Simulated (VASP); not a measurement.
VASP runs on Ga$_{2}$O$_{3}$ (space group C2/m) share one base input (PBE GGA, plane waves, VASP's PBE PAW potentials (set 64)) and change the settings named in each case.

**KPOINTS**
```
Automatic mesh
0
gamma
7 7 4
```

**INCAR**
```
SYSTEM = Ga2O3
PREC = Accurate
ENCUT = 400
EDIFF = 1E-6
NELM = 100
ALGO = Normal
LREAL = .FALSE.
LASPH = .TRUE.
ISMEAR = 0
SIGMA = 0.01
GGA = PE
LMAXMIX = 4
LWAVE = .FALSE.
LCHARG = .FALSE.
ISIF = 2
```

### POSCAR
```
Ga2O3
1.0
  6.1304110000  -1.5213470000   0.0000000000
  6.1304110000   1.5213470000   0.0000000000
 -1.3819120000   0.0000000000   5.6413090000
Ga O
4 6
Cartesian
  3.2359191973   0.0000000000   3.8658198184
  7.6429908027  -0.0000000000   1.7754891816
 10.8680032721   0.0000000000   1.1576530199
  0.0109067279   0.0000000000   4.4836559801
  5.1464612356   0.0000000000   4.1934106321
  5.7324487644  -0.0000000000   1.4478983679
  9.5315855856  -0.0000000000   2.4639545319
  1.3473244144   0.0000000000   3.1773544681
  1.8660695242   0.0000000000   0.6157488773
  9.0128404758   0.0000000000   5.0255601226
```

POTCAR, in this order: Ga_d O (PBE.64 set). Program: vasp_std.

```tsv
change	E(σ→0) (eV/atom)	pressure (GPa)	largest force (eV/Å)
base run	-5.9669	2.56	0.184
ENCUT = 160	-4.3762	-509.86	3.220
ENCUT = 200	-6.0537	-219.76	0.743
ENCUT = 240	-6.1880	-106.41	0.360
ENCUT = 280	-6.0287	-51.82	0.239
ENCUT = 320	-6.0185	-21.77	0.237
ENCUT = 360	-5.9813	-5.73	0.205
ENCUT = 460	-5.9572	7.48	0.197
ENCUT = 520	-5.9554	8.41	0.197
ENCUT = 600	-5.9570	8.15	0.197
ENCUT = 700	-5.9591	8.13	0.195
ENCUT = 800	-5.9599	8.37	0.194
```
 Energies of different potentials or functionals have different zeros.  The base run's pressure lies -5.80 GPa from that at 800 eV (Pulay error).

Left out are runs that ran out of time, are held back, or changed the cell or the kind of run, fixed moments of cells without a moment, rows past the twelfth, gaps on odd meshes, pressures of charged cells and columns that move by less than the noise.

The structure comes from a computed database's Ga2O3 entry; how it stands against other phases isn't given here. The cell was not relaxed at this level, forces remain on its atoms, its lattice was scaled by up to 2.5 %.
